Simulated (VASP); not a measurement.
VASP runs on Pd (space group P6_3/mmc) share one base input (LDA (Ceperley-Alder, Perdew-Zunger), plane waves, VASP's LDA PAW potentials (set 64)) and change the settings named in each case.

**INCAR**
```
! general
SYSTEM   =  Pd
PREC     =  Accurate
ENCUT    =  300
LREAL    =  .FALSE.
LASPH    =  .TRUE.

! electronic loop
EDIFF    =  1E-6
NELM     =  100
ALGO     =  Normal
LMAXMIX  =  4

! smearing
ISMEAR   =  0
SIGMA    =  0.05

! ions
ISIF     =  2

! output
LWAVE    =  .FALSE.
LCHARG   =  .FALSE.
```

**KPOINTS**
```
Automatic
0
G
  11 11 3
0 0 0
```

POSCAR:
```
Pd
2.7643920
  1.0000000000   0.0000000000   0.0000000000
 -0.5000000000   0.8660251513   0.0000000000
  0.0000000000   0.0000000000   3.2175060556
Pd
4
Direct
  0.0000000000   0.0000000000   0.0000000000
  0.0000000000   0.0000000000   0.5000000000
  0.3333330000   0.6666670000   0.2500000000
  0.6666670000   0.3333330000   0.7500000000
```

POTCAR, in this order: Pd (LDA.64 set). Program: vasp_std.

```
change                                                                                                                                      E(σ→0) (eV/atom)  pressure (GPa)  −TS (eV)
------------------------------------------------------------------------------------------------------------------------------------------  ----------------  --------------  --------
base run                                                                                                                                             -6.4624           -7.49   -0.0138
GGA = PS, POTCAR Pd (PBE.64 set)                                                                                                                     -5.9404           -2.27   -0.0138
GGA_COMPAT = .FALSE., LNONCOLLINEAR = .TRUE., LSORBIT = .TRUE., MAGMOM = 0.0 0.0 0.0 0.0 0.0 0.0 0.0 0.0 0.0 0.0 0.0 0.0, program vasp_ncl           -6.5080           -7.32   -0.0139
KPOINTS 6×6×2 Γ-centred mesh                                                                                                                         -6.4937           -8.44   -0.0072
```
 Energies of different potentials or functionals have different zeros.  At 300 eV the pressure can carry a Pulay error.

Left out are runs that ran out of time, are held back, or changed the cell or the kind of run, fixed moments of cells without a moment, rows past the twelfth, gaps on odd meshes, pressures of charged cells and columns that move by less than the noise.

The structure was generated: Pd was put into an ordered model structure, which need not be its known phase. The cell was not relaxed at this level. VASP warned that the highest band is occupied, so more bands are needed.
